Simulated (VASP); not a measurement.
# Quasiparticle energies of BP in VASP, part 3 of 3

Aim: the quasiparticle gap of BP, and what it costs to get it. The cell is of the zinc-blende type, one of the forms listed for this formula, which need not be the common one. The start is a cell from a database of measured crystal structures.

VASP 6.6.1, plane waves and PAW; the level of theory is named at each step.

So far, gap on the k-mesh (eV): step 3 (empty bands) 1.33.

## (4) evGW0 (continued)

Level of this step: evGW0 on PBE; plane waves and PAW (P_GW, B_GW) (VASP).

Parts of OUTCAR (step 4):

```text
The static configuration has the point symmetry T_d .

 Found     16 irreducible k-points:

   k-points           NKPTS =     16   k-points in BZ     NKDIM =    216   number of bands    NBANDS=    132

   NELECT =       8.0000    total number of electrons

 E-fermi :   7.8053

 QP shifts <psi_nk| G(iteration)W_0 |psi_nk>: iteration 1
 for sc-GW calculations column KS-energies equals QP-energies in previous step
 and V_xc(KS)=  KS-energies - (<T + V_ion + V_H > + <T+V_H+V_ion>^1  + <V_x>^1)
 k-point   1 :       0.0000    0.0000    0.0000
  band No.  KS-energies  QP-energies   sigma(KS)   V_xc(KS)     V^pw_x(r,r')   Z            occupation Imag(sigma)
      1      -8.3243      -9.1723     -13.2760     -12.0592     -20.4831       0.6969       2.0000       1.3924
      2       7.1395       6.5435     -14.0618     -13.3042     -14.9313       0.7868       2.0000       0.0559
      3       7.1395       6.5435     -14.0618     -13.3042     -14.9313       0.7868       2.0000       0.0559
      4       7.1395       6.5435     -14.0618     -13.3042     -14.9313       0.7868       2.0000       0.0559
      5      10.5408      10.8705     -11.6566     -12.0776      -7.1361       0.7832       0.0000      -0.0751
      6      10.5408      10.8705     -11.6566     -12.0776      -7.1361       0.7832       0.0000      -0.0751
      7      10.5408      10.8705     -11.6566     -12.0776      -7.1361       0.7832       0.0000      -0.0751
      8      14.5124      14.8231     -12.3509     -12.7644      -6.2284       0.7516       0.0000      -0.1671
    ...

 k-point   2 :       0.1667    0.0000    0.0000
  band No.  KS-energies  QP-energies   sigma(KS)   V_xc(KS)     V^pw_x(r,r')   Z            occupation Imag(sigma)
      1      -7.8264      -8.6755     -13.3079     -12.1007     -20.3329       0.7033       2.0000       1.3182
      2       4.3046       3.5894     -13.6203     -12.6890     -15.4304       0.7678       2.0000       0.0775
      3       6.4757       5.8613     -13.9024     -13.1179     -14.9503       0.7832       2.0000       0.0573
      4       6.4757       5.8613     -13.9024     -13.1179     -14.9503       0.7832       2.0000       0.0573
      5      11.1567      11.4407     -11.8075     -12.1714      -7.0756       0.7805       0.0000      -0.0820
      6      11.4438      11.7979     -11.7769     -12.2330      -6.9716       0.7767       0.0000      -0.0843
      7      11.4438      11.7979     -11.7769     -12.2330      -6.9716       0.7767       0.0000      -0.0843
      8      15.8049      16.1221     -12.1899     -12.6159      -5.7626       0.7447       0.0000      -0.2207
    ...

 k-point   3 :       0.3333    0.0000    0.0000
  band No.  KS-energies  QP-energies   sigma(KS)   V_xc(KS)     V^pw_x(r,r')   Z            occupation Imag(sigma)
      1      -6.4090      -7.2402     -13.4191     -12.2590     -19.9345       0.7165       2.0000       1.0988
      2       0.4080      -0.3989     -13.3073     -12.2039     -16.8612       0.7312       2.0000       0.2178
      3       5.6732       5.0076     -13.8963     -13.0390     -15.3022       0.7764       2.0000       0.0628
      4       5.6732       5.0076     -13.8963     -13.0390     -15.3022       0.7764       2.0000       0.0628
      5      11.0303      11.2710     -11.7972     -12.1054      -6.9528       0.7811       0.0000      -0.0866
      6      11.9922      12.3543     -11.3907     -11.8568      -6.3576       0.7769       0.0000      -0.0961
      7      11.9922      12.3543     -11.3907     -11.8568      -6.3576       0.7769       0.0000      -0.0961
      8      17.2556      17.4743     -10.7789     -11.0700      -4.0784       0.7514       0.0000      -0.3124
    ...

 QP shifts <psi_nk| G(iteration)W_0 |psi_nk>: iteration 2
 k-point   1 :       0.0000    0.0000    0.0000
  band No. old QP-enery  QP-energies   sigma(KS)   T+V_ion+V_H  V^pw_x(r,r')   Z            occupation Imag(sigma)
      1      -9.1723      -9.4019     -13.2370       3.7349     -20.4831       0.6962       2.0000       1.4067
      2       6.5435       6.4561     -14.0108      20.4437     -14.9313       0.7901       2.0000       0.0577
      3       6.5435       6.4561     -14.0108      20.4437     -14.9313       0.7901       2.0000       0.0577
      4       6.5435       6.4561     -14.0108      20.4437     -14.9313       0.7901       2.0000       0.0577
      5      10.8705      10.8967     -11.7144      22.6184      -7.1361       0.7848       0.0000      -0.0779
      6      10.8705      10.8967     -11.7144      22.6184      -7.1361       0.7848       0.0000      -0.0779
      7      10.8705      10.8967     -11.7144      22.6184      -7.1361       0.7848       0.0000      -0.0779
      8      14.8231      14.8706     -12.3904      27.2767      -6.2284       0.7521       0.0000      -0.1704
    ...

 QP shifts <psi_nk| G(iteration)W_0 |psi_nk>: iteration 3
 k-point   1 :       0.0000    0.0000    0.0000
  band No. old QP-enery  QP-energies   sigma(KS)   T+V_ion+V_H  V^pw_x(r,r')   Z            occupation Imag(sigma)
      1      -9.4019      -9.4598     -13.2199       3.7349     -20.4831       0.6967       2.0000       1.4201
      2       6.4561       6.4410     -14.0068      20.4437     -14.9313       0.7906       2.0000       0.0578
      3       6.4561       6.4410     -14.0068      20.4437     -14.9313       0.7906       2.0000       0.0578
      4       6.4561       6.4410     -14.0068      20.4437     -14.9313       0.7906       2.0000       0.0578
      5      10.8967      10.8975     -11.7206      22.6184      -7.1361       0.7854       0.0000      -0.0781
      6      10.8967      10.8975     -11.7206      22.6184      -7.1361       0.7854       0.0000      -0.0781
      7      10.8967      10.8975     -11.7206      22.6184      -7.1361       0.7854       0.0000      -0.0781
      8      14.8706      14.8768     -12.3979      27.2767      -6.2284       0.7522       0.0000      -0.1714
    ...

 QP shifts <psi_nk| G(iteration)W_0 |psi_nk>: iteration 4
 k-point   1 :       0.0000    0.0000    0.0000
  band No. old QP-enery  QP-energies   sigma(KS)   T+V_ion+V_H  V^pw_x(r,r')   Z            occupation Imag(sigma)
      1      -9.4598      -9.4736     -13.2145       3.7349     -20.4831       0.6971       2.0000       1.4250
      2       6.4410       6.4380     -14.0065      20.4437     -14.9313       0.7907       2.0000       0.0578
      3       6.4410       6.4380     -14.0065      20.4437     -14.9313       0.7907       2.0000       0.0578
      4       6.4410       6.4380     -14.0065      20.4437     -14.9313       0.7907       2.0000       0.0578
      5      10.8975      10.8970     -11.7215      22.6184      -7.1361       0.7854       0.0000      -0.0781
      6      10.8975      10.8970     -11.7215      22.6184      -7.1361       0.7854       0.0000      -0.0781
      7      10.8975      10.8970     -11.7215      22.6184      -7.1361       0.7854       0.0000      -0.0781
      8      14.8768      14.8773     -12.3992      27.2767      -6.2284       0.7524       0.0000      -0.1715
    ...

[... 7 parts as in an earlier step ...]

[... 26 further parts left out ...]
```

Numbers from this step:

| Item | Value |
| --- | --- |
| quasiparticle gap on the mesh | 2.128 eV |
| smallest direct quasiparticle gap on the mesh | 4.459 eV |
| gap of the starting orbitals on the mesh | 1.332 eV |

QP gap by iteration, by row:

```
iteration  gap (eV)  direct gap (eV)
        1     2.021            4.327
        2     2.112            4.441
        3     2.126            4.457
        4     2.128            4.459
```

GW takes the gap from 1.332 to 2.128 eV. The mesh misses a band edge: at the starting level the path gave a gap 0.10 eV smaller. The value holds for 132 bands, ENCUTGW = 180 eV and this mesh, and isn't shown to be converged in them.

## (5) G0W0, one more run

This step: G0W0 on PBE; plane waves and PAW (P_GW, B_GW) (VASP 6.6.1).

This run repeats the step with a slip in the input.

INCAR reads:

```
SYSTEM = BP
PREC = Accurate
ENCUT = 340
ISMEAR = 0
SIGMA = 0.01
LREAL = .FALSE.
GGA = PE
NBANDS = 200
ALGO = EVGW0
NELMGW = 1
ENCUTGW = 180
NOMEGA = 48
PRECFOCK = Fast
NBANDSGW = 12
LWAVE = .FALSE.
LCHARG = .FALSE.
```

POSCAR reads:

```
BP
1.0
    0.0000000000      2.2690000000      2.2690000000
    2.2690000000      0.0000000000      2.2690000000
    2.2690000000      2.2690000000      0.0000000000
P B
1 1
Direct
    0.7500000000      0.7500000000      0.7500000000
    0.0000000000      0.0000000000      0.0000000000
```

KPOINTS reads:

```
Automatic mesh
0
Gamma
6 6 6
0 0 0
```

Potentials, in the order of the species: P_GW and B_GW (PBE family, release 64).

On the command line:

```console
$ mpirun -np 4 vasp_std
```

What it wrote:

```text
[banner, memory and clock lines left out]
running    4 mpi-ranks, on    1 nodes
 distrk:  each k-point on    4 cores,    1 groups
 distr:  one band on    1 cores,    4 groups

 POSCAR found type information on POSCAR P B
 POSCAR found :  2 types and       2 ions
 [... a notice as in an earlier step ...]

 LDA part: xc-table for (Slater+PW92), standard interpolation
 found WAVECAR, reading the header
  number of bands has changed, file:   132 present:   200
  trying to continue reading WAVECAR, but it might fail
 POSCAR, INCAR and KPOINTS ok, starting setup
 FFT: planning ... GRIDC
 FFT: planning ... GRID_SOFT
 FFT: planning ... GRID
 reading WAVECAR
 random initialization beyond band          132
 the WAVECAR file was read successfully
 initial charge from wavefunction
 available memory per node:     69.96 GB, setting MAXMEM to     71635

 The Fermi energy was updated, please check that it is located mid-gap
 values below the HOMO (VB) or above the LUMO (CB) will cause erroneous energies
 E-fermi :   7.8053

 calculate exact exchange contribution
 WAVEDER not read: bands not compatible     132     200
|                                                                             |
|           W    W    AA    RRRRR   N    N  II  N    N   GGGG   !!!           |
|           W    W   A  A   R    R  NN   N  II  NN   N  G    G  !!!           |
|           W    W  A    A  R    R  N N  N  II  N N  N  G       !!!           |
|           W WW W  AAAAAA  RRRRR   N  N N  II  N  N N  G  GGG   !            |
|           WW  WW  A    A  R   R   N   NN  II  N   NN  G    G                |
|           W    W  A    A  R    R  N    N  II  N    N   GGGG   !!!           |
|                                                                             |
|     The derivative of the wavefunctions with respect to k (WAVEDER) can     |
|     not be found. You should redo the groundstate calculation using         |
|     LOPTICS=.TRUE. in order to write the WAVEDER dataset. However for       |
|     metals, the present setting is ok.                                      |
|                                                                             |

 the WAVEDER file was not read
energies w=
    0.000    0.000    0.547    0.000    1.092    0.000    1.632    0.000
    2.167    0.000    2.693    0.000    3.211    0.000    3.719    0.000
    4.218    0.000    4.707    0.000    5.188    0.000    5.661    0.000
    6.127    0.000    6.588    0.000    7.045    0.000    7.499    0.000
    7.953    0.000    8.408    0.000    8.866    0.000    9.330    0.000
    9.802    0.000   10.284    0.000   10.780    0.000   11.292    0.000
   11.825    0.000   12.383    0.000   12.969    0.000   13.592    0.000
   14.257    0.000   14.972    0.000   15.748    0.000   16.596    0.000
   17.533    0.000   18.578    0.000   19.755    0.000   21.099    0.000
   22.650    0.000   24.470    0.000   26.640    0.000   29.278    0.000
   32.560    0.000   36.759    0.000   42.320    0.000   50.031    0.000
   61.416    0.000   79.871    0.000  114.800    0.000  205.482    0.000
 responsefunction array rank=     140
 LDA part: xc-table for (Slater+PW92), standard interpolation

 min. memory requirement per mpi rank    194.0 MB, per node    775.9 MB

 allocating  12 responsefunctions rank=   140
 shmem allocating  48 responsefunctions rank=   140
 response function shared by NCSHMEM nodes    1
 Doing           12  frequencies on each core in blocks of           48
NQ=   1    0.0000    0.0000    0.0000,
|.........|.........|.........|.........|.........|.........|.........|.........
 performed        415000 updates of chi_q(r,r)
 total number of BLAS operations         62.39 Gflops
NQ=   2    0.1667    0.0000    0.0000,
|.........|.........|.........|.........|.........|.........|.........|.........
 performed       1156000 updates of chi_q(r,r)
 total number of BLAS operations        161.15 Gflops
NQ=   3    0.3333    0.0000    0.0000,
|.........|.........|.........|.........|.........|.........|.........|.........
 performed       1897000 updates of chi_q(r,r)
 total number of BLAS operations        274.18 Gflops
NQ=   4    0.5000    0.0000    0.0000,
|.........|.........|.........|.........|.........|.........|.........|.........
 performed       2523000 updates of chi_q(r,r)
 total number of BLAS operations        346.37 Gflops
NQ=   5    0.1667    0.1667    0.0000,
|.........|.........|.........|.........|.........|.........|.........|.........
 performed       3264000 updates of chi_q(r,r)
 total number of BLAS operations        445.14 Gflops
NQ=   6    0.3333    0.1667    0.0000,
|.........|.........|.........|.........|.........|.........|.........|.........
 performed       4418000 updates of chi_q(r,r)
 total number of BLAS operations        611.01 Gflops
NQ=   7    0.5000    0.1667    0.0000,
|.........|.........|.........|.........|.........|.........|.........|.........
 performed       5572000 updates of chi_q(r,r)
 total number of BLAS operations        750.76 Gflops
NQ=   8   -0.3333    0.1667    0.0000,
|.........|.........|.........|.........|.........|.........|.........|.........
 performed       6726000 updates of chi_q(r,r)
 total number of BLAS operations        909.29 Gflops
NQ=   9   -0.1667    0.1667    0.0000,
|.........|.........|.........|.........|.........|.........|.........|.........
 performed       7727000 updates of chi_q(r,r)
 total number of BLAS operations       1059.60 Gflops
NQ=  10    0.3333    0.3333    0.0000,
|.........|.........|.........|.........|.........|.........|.........|.........
 performed       8468000 updates of chi_q(r,r)
 total number of BLAS operations       1158.37 Gflops
NQ=  11    0.5000    0.3333    0.0000,
|.........|.........|.........|.........|.........|.........|.........|.........
 performed       9622000 updates of chi_q(r,r)
 total number of BLAS operations       1300.41 Gflops
NQ=  12   -0.3333    0.3333    0.0000,
|.........|.........|.........|.........|.........|.........|.........|.........
 performed      10623000 updates of chi_q(r,r)
 total number of BLAS operations       1419.61 Gflops
NQ=  13    0.5000    0.5000    0.0000,
|.........|.........|.........|.........|.........|.........|.........|.........
 performed      11182000 updates of chi_q(r,r)
 total number of BLAS operations       1479.84 Gflops
NQ=  14    0.5000    0.3333    0.1667,
|.........|.........|.........|.........|.........|.........|.........|.........
 performed      12480000 updates of chi_q(r,r)
 total number of BLAS operations       1655.42 Gflops
NQ=  15   -0.3333    0.3333    0.1667,
|.........|.........|.........|.........|.........|.........|.........|.........
 performed      13701000 updates of chi_q(r,r)
 total number of BLAS operations       1800.91 Gflops
NQ=  16   -0.3333    0.5000    0.1667,
|.........|.........|.........|.........|.........|.........|.........|.........
 performed      14706000 updates of chi_q(r,r)
 total number of BLAS operations       1924.64 Gflops
 resolving degeneracies of screened two electron integrals

 calculate QP shifts <psi_nk| G(iteration)W_0 |psi_nk>: iteration 1
 entering main loop
```

It took 40 s on 4 MPI ranks of Intel Xeon 6975P-C (Granite Rapids), shared host; peak memory 0.96 GiB; 2.6 min of CPU time.

OUTCAR, selected parts (step 5):

```text
   k-points           NKPTS =     16   k-points in BZ     NKDIM =    216   number of bands    NBANDS=    200

   NELECT =       8.0000    total number of electrons

 E-fermi :   7.8053

 QP shifts <psi_nk| G(iteration)W_0 |psi_nk>: iteration 1
 for sc-GW calculations column KS-energies equals QP-energies in previous step
 and V_xc(KS)=  KS-energies - (<T + V_ion + V_H > + <T+V_H+V_ion>^1  + <V_x>^1)
 k-point   1 :       0.0000    0.0000    0.0000
  band No.  KS-energies  QP-energies   sigma(KS)   V_xc(KS)     V^pw_x(r,r')   Z            occupation Imag(sigma)
      1      -8.3243      -9.9572     -14.3267     -12.0592     -20.4831       0.7201       2.0000       1.2201
      2       7.1395       5.6041     -15.1690     -13.3042     -14.9313       0.8234       2.0000      -0.1059
      3       7.1395       5.6041     -15.1690     -13.3042     -14.9313       0.8234       2.0000      -0.1059
      4       7.1395       5.6041     -15.1690     -13.3042     -14.9313       0.8234       2.0000      -0.1059
      5      10.5408      11.7632     -10.5914     -12.0776      -7.1361       0.8225       0.0000      -0.1293
      6      10.5408      11.7632     -10.5914     -12.0776      -7.1361       0.8225       0.0000      -0.1293
      7      10.5408      11.7632     -10.5914     -12.0776      -7.1361       0.8225       0.0000      -0.1293
      8      14.5124      15.6619     -11.3040     -12.7644      -6.2284       0.7871       0.0000      -0.2104
    ...

 k-point   2 :       0.1667    0.0000    0.0000
  band No.  KS-energies  QP-energies   sigma(KS)   V_xc(KS)     V^pw_x(r,r')   Z            occupation Imag(sigma)
      1      -7.8264      -9.4754     -14.3629     -12.1007     -20.3329       0.7289       2.0000       1.1469
      2       4.3046       2.6741     -14.7234     -12.6890     -15.4304       0.8014       2.0000      -0.0903
      3       6.4757       4.9267     -15.0083     -13.1179     -14.9503       0.8194       2.0000      -0.1044
      4       6.4757       4.9267     -15.0083     -13.1179     -14.9503       0.8194       2.0000      -0.1044
      5      11.1567      12.3266     -10.7453     -12.1714      -7.0756       0.8204       0.0000      -0.1375
      6      11.4438      12.6824     -10.7136     -12.2330      -6.9716       0.8153       0.0000      -0.1359
      7      11.4438      12.6824     -10.7136     -12.2330      -6.9716       0.8153       0.0000      -0.1359
      8      15.8049      16.9450     -11.1477     -12.6159      -5.7626       0.7765       0.0000      -0.2534
    ...

[... 7 parts as in an earlier step ...]

[... 8 further parts left out ...]
```

Convergence was reached, but on settings outside the sound range, so the numbers are no properties of the crystal.

The fault in the input: band count unlike the orbitals file (NBANDS = 200). 

## (6) Results

| Property | Result |
| --- | --- |
| evGW0 on PBE, 132 bands, ENCUTGW 180 eV, NOMEGA 48, mesh 6×6×6 | 1.332 → 2.128 eV |

evGW0 gives a quasiparticle gap of 2.128 eV on the mesh, 0.80 eV over the PBE gap on the same mesh. On mesh and path the starting valence top lies at Γ and the conduction bottom at (0.409, 0, 0.409), so the starting gap is indirect. The GW mesh misses an edge: at the starting level the gap along the path is 0.10 eV smaller, and with that offset the quasiparticle gap would be about 2.03 eV. In evGW0 the first pass, which is the one-shot result, gives 2.021 eV and pass 4 gives 2.128 eV; the last pass changed the gap by +2 meV, so the loop is converged. Bands, response cutoff and mesh weren't tested for convergence. Not tabulated here, as repeats of values shown or as unfit to read for their mesh, reference level or band range: eps2 curves (empty bands); eps1 curves and static values (empty bands). The run with band count unlike the orbitals file isn't used: NBANDS no longer fits the files of the step before, so WAVEDER isn't read and the long-wavelength screening is lost. It gave 3.857 eV for the quasiparticle gap on the mesh, against 2.128 eV in the run without the slip that is nearest to it in settings (INCAR differs in NBANDS and NELMGW).

[Lines on the potential files, build, host, timing and source positions are cut from VASP's logs without a mark.]

[Logs are printed without paths, hosts, clocks, repeated set-up lines and the standing remarks that a program may print on its own settings, such as how far it seeks lower states.]

[Hosts, paths, dates, database ids (printed as entryN), source tags and the programs' standing remarks are cut or masked in the printed files.]

[Pressures printed for these runs are not shown converged in the cutoff: they can be off by several GPa and have the wrong sign.]

[In band tables of VASP the shares of atoms and orbitals are scaled to a sum of 1 inside the atoms' spheres.]
